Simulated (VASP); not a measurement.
```xyz
2
Lattice="0.0000 2.7974 2.7974 2.7974 0.0000 2.7974 2.7974 2.7974 0.0000" Properties=species:S:1:pos:R:3 pbc="T T T"
Ge     0.0000     0.0000     0.0000
Ge     1.3987     1.3987     1.3987
```

Method: r2SCAN+rVV10, VASP's PBE PAW potentials (set 64) (plane waves; VASP 6.6.1). Numerical set-up: 520 eV cut-off, 8×8×8 Γ-centred mesh, Gaussian smearing of 0.050 eV, potentials Ge_d.

Q: Give the stress tensor in GPa (positive for a compressed cell).

A: 
```
2.49  0.00  0.00
0.00  2.49  0.00
0.00  0.00  2.49
```
The pressure is its mean diagonal, 2.49 GPa.

The compound is Ge in the diamond structure. This cell is one point of a volume scan, at 0.97 of the reference volume.
